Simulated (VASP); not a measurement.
Method: PBEsol GGA, VASP's PBE PAW potentials (set 64) (plane waves; VASP).

A VASP calculation is set up with these files.

### INCAR
```
SYSTEM = BBi
PREC = Accurate
ENCUT = 520
EDIFF = 1E-6
NELM = 100
ALGO = Normal
LREAL = .FALSE.
LASPH = .TRUE.
ISMEAR = 0
SIGMA = 0.05
GGA = PS
LMAXMIX = 4
LWAVE = .FALSE.
LCHARG = .FALSE.
IBRION = 2
ISIF = 3
NSW = 60
EDIFFG = -0.01
```

KPOINTS:
```
Regular mesh
0
Gamma
8 8 8
```

### POSCAR
```
BBi
1
    0.0000000000     2.6789050000     2.6789050000
    2.6789050000     0.0000000000     2.6789050000
    2.6789050000     2.6789050000     0.0000000000
B Bi
1 1
Direct
  0.0000000000   0.0000000000   0.0000000000
  0.2500000000   0.2500000000   0.2500000000
```

POTCAR, in this order: B Bi_d (PBE.64 set). Program: vasp_std.

What VASP printed:

**OUTCAR**
```
 ion  position               nearest neighbor table
   1  0.000  0.000  0.000-   2 2.32   2 2.32   2 2.32   2 2.32
   2  0.250  0.250  0.250-   1 2.32   1 2.32   1 2.32   1 2.32
  LATTYP: Found a face centered cubic cell.
 ALAT       =     5.3578100000
 Subroutine PRICEL returns:
 Original cell was already a primitive cell.
 Subroutine GETGRP returns: Found 24 space group operations
The static configuration has the point symmetry T_d .
The dynamic configuration has the point symmetry T_d .
 Subroutine INISYM returns: Found 24 space group operations
 Subroutine IBZKPT returns following result:
 Found     29 irreducible k-points:

 Following reciprocal coordinates:
            Coordinates               Weight
  0.000000  0.000000  0.000000      1.000000
  0.125000  0.000000  0.000000      8.000000
  0.250000  0.000000  0.000000      8.000000
  0.375000  0.000000  0.000000      8.000000
  0.500000  0.000000  0.000000      4.000000
  0.125000  0.125000  0.000000      6.000000
  0.250000  0.125000  0.000000     24.000000
  0.375000  0.125000  0.000000     24.000000
  0.500000  0.125000  0.000000     24.000000
...
```

OSZICAR:
```
       N       E                     dE             d eps       ncg     rms          rms(c)
DAV:   1     0.131633256746E+03    0.13163E+03   -0.10033E+04   759   0.167E+03
DAV:   2    -0.121702073402E+01   -0.13285E+03   -0.12957E+03   779   0.382E+02
DAV:   3    -0.102915678168E+02   -0.90745E+01   -0.89688E+01   964   0.102E+02
DAV:   4    -0.104994946229E+02   -0.20793E+00   -0.20783E+00   913   0.173E+01
DAV:   5    -0.105041611760E+02   -0.46666E-02   -0.46665E-02   978   0.226E+00    0.396E+00
DAV:   6    -0.976934552647E+01    0.73482E+00   -0.15792E+00   912   0.107E+01    0.153E+00
DAV:   7    -0.973547585726E+01    0.33870E-01   -0.25501E-01   932   0.291E+00    0.749E-01
DAV:   8    -0.972944426303E+01    0.60316E-02   -0.27879E-02  1008   0.190E+00    0.130E-01
DAV:   9    -0.972874499889E+01    0.69926E-03   -0.40144E-03  1047   0.765E-01    0.494E-02
DAV:  10    -0.972878956177E+01   -0.44563E-04   -0.33694E-04   958   0.189E-01    0.227E-02
DAV:  11    -0.972879412348E+01   -0.45617E-05   -0.60705E-05  1019   0.103E-01    0.641E-03
DAV:  12    -0.972879314845E+01    0.97503E-06   -0.40447E-06   889   0.185E-02
   1 F= -.97287931E+01 E0= -.97287931E+01  d E =-.972879E+01
       N       E                     dE             d eps       ncg     rms          rms(c)
DAV:   1    -0.110104056024E+02   -0.12816E+01   -0.36118E+01   949   0.128E+02    0.570E+00
DAV:   2    -0.996028070451E+01    0.10501E+01   -0.19892E+00   919   0.278E+01    0.246E+00
DAV:   3    -0.975019335278E+01    0.21009E+00   -0.90560E-01  1135   0.166E+01    0.264E-01
DAV:   4    -0.974983441152E+01    0.35894E-03   -0.21324E-02   812   0.161E+00    0.152E-01
DAV:   5    -0.975038728820E+01   -0.55288E-03   -0.57460E-03  1044   0.129E+00    0.114E-01
DAV:   6    -0.975008589537E+01    0.30139E-03   -0.14867E-03   967   0.725E-01    0.305E-02
DAV:   7    -0.975006316445E+01    0.22731E-04   -0.19869E-04   844   0.125E-01    0.466E-03
DAV:   8    -0.975006450641E+01   -0.13420E-05   -0.83391E-06  1160   0.317E-02    0.384E-03
DAV:   9    -0.975006345929E+01    0.10471E-05   -0.10336E-06   507   0.175E-02    0.936E-04
DAV:  10    -0.975006370110E+01   -0.24181E-06   -0.23008E-07   417   0.485E-03
   2 F= -.97500637E+01 E0= -.97500630E+01  d E =-.212706E-01
       N       E                     dE             d eps       ncg     rms          rms(c)
DAV:   1    -0.993485686626E+01   -0.18479E+00   -0.44183E+00   934   0.394E+01    0.217E+00
DAV:   2    -0.978575691748E+01    0.14910E+00   -0.27756E-01   914   0.109E+01    0.889E-01
DAV:   3    -0.975917278319E+01    0.26584E-01   -0.98705E-02  1104   0.590E+00    0.830E-02
DAV:   4    -0.975931611152E+01   -0.14333E-03   -0.25083E-03   824   0.492E-01    0.569E-02
DAV:   5    -0.975951585956E+01   -0.19975E-03   -0.81052E-04   980   0.378E-01    0.263E-02
DAV:   6    -0.975950119982E+01    0.14660E-04   -0.77113E-05   954   0.167E-01    0.105E-02
DAV:   7    -0.975949556882E+01    0.56310E-05   -0.20683E-05   809   0.329E-02    0.207E-03
DAV:   8    -0.975949548223E+01    0.86585E-07   -0.82961E-07   562   0.109E-02
   3 F= -.97594955E+01 E0= -.97594955E+01  d E =-.307023E-01
```

### OUTCAR
```
------------------------ aborting loop because EDIFF is reached ----------------------------------------
  FORCE on cell =-STRESS in cart. coord.  units (eV):
  Direction    XX          YY          ZZ          XY          YZ          ZX
  --------------------------------------------------------------------------------------
  Total        0.0020881      0.0020881      0.0020881     -0.0000000      0.0000000     -0.0000000
  in kB        0.0824885      0.0824885      0.0824885     -0.0000000      0.0000000     -0.0000000
  external PRESSURE =       0.0824885 kB  Pullay stress =       0.0000000 kB
  volume of cell :       40.56
      direct lattice vectors                 reciprocal lattice vectors
     0.000000000  2.726960341  2.726960341    -0.183354335  0.183354335  0.183354335
     2.726960341  0.000000000  2.726960341     0.183354335 -0.183354335  0.183354335
     2.726960341  2.726960341  0.000000000     0.183354335  0.183354335 -0.183354335
 POSITION                                       TOTAL-FORCE (eV/Angst)
 -----------------------------------------------------------------------------------
      0.00000      0.00000      0.00000         0.000000      0.000000      0.000000
      1.36348      1.36348      1.36348        -0.000000     -0.000000     -0.000000
 -----------------------------------------------------------------------------------
    total drift:                                0.000000      0.000000      0.000000
  FREE ENERGIE OF THE ION-ELECTRON SYSTEM (eV)
  ---------------------------------------------------
  free  energy   TOTEN  =        -9.7594954822 eV

  energy  without entropy=       -9.7594954822  energy(sigma->0) =       -9.75949548

 reached required accuracy - stopping structural energy minimisation
```
(Selected blocks of OUTCAR.)

### CONTCAR
```
BBi
   1.00000000000000
     0.0000000000000000    2.7269603413821240    2.7269603413821240
     2.7269603413821240    0.0000000000000000    2.7269603413821240
     2.7269603413821240    2.7269603413821240    0.0000000000000000
  B               Bi
     1     1
Direct
     0.0000000000000000    0.0000000000000000    0.0000000000000000
     0.2500000000000000    0.2500000000000000    0.2500000000000000
```

Energy and stress use the plane-wave basis of the starting cell.

The structure was generated: BBi was put into the zinc blende type (F-43m), which need not be its known phase. This run relaxes it. Symmetry was kept, so distortions that lower it aren't found.
